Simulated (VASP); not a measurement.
Input for VASP

### POSCAR
```
Ir
1.0
  0.0000000000   1.9359148273   1.9359148273
  1.9359148273   0.0000000000   1.9359148273
  1.9359148273   1.9359148273   0.0000000000
Ir
1
Cartesian
  0.0000000000   0.0000000000   0.0000000000
```

### INCAR
```
PREC = Accurate
SYSTEM = Ir
LREAL = .False.   # projection in real space or not
ENCUT = 480
EDIFFG = -0.01
LMAXMIX = 6
LASPH = .True.   # aspherical one-centre terms
ISMEAR = 1
LCHARG = .False.
ALGO = Normal   # blocked Davidson
EDIFF = 1E-6
ISIF = 3
NELM = 100
GGA = PE   # PBE
NSW = 60
IBRION = 2
LWAVE = .False.
SIGMA = 0.1   # width (eV)
```

**KPOINTS**
```
Automatic mesh
0
Gamma
15 15 15
0 0 0
```

POTCAR, in this order: Ir (PBE.64 set). Program: vasp_std.

### Question
Translate this PBE calculation to Ansatz.

### Answer
One equivalent input (not run):
Ansatz 0.2 input:
```yaml
crystal:
  lattice:
    - [0.0000000, 1.9359148, 1.9359148]
    - [1.9359148, 0.0000000, 1.9359148]
    - [1.9359148, 1.9359148, 0.0000000]
  atoms:
    - { symbol: Ir, position: [0.0000000, 0.0000000, 0.0000000] }
kpoints:
  mp_grid: { grid: [15, 15, 15] }
hamiltonian:
  xc: pbe
  pseudopotentials: { kind: paw }
scf:
  occupations: { method: methfessel_paxton, width: 0.1 }
  max_iter: 100
relax:
  max_steps: 60
  f_tol: 0.01
  cell: {}
output: { forces: true, stress: true, eigenvalues: true }
```
Limits of the translation: each code has its own PAW files, so the cut-off isn't converted (ENCUT is set for VASP's; basis.ecutwfc is left out, and Ansatz then takes the one that its files recommend); Ansatz stops its SCF on the density residual and VASP on the energy change (EDIFF).

The compound is Ir in the fcc structure. It was relaxed first. The start is the result of an earlier pass.
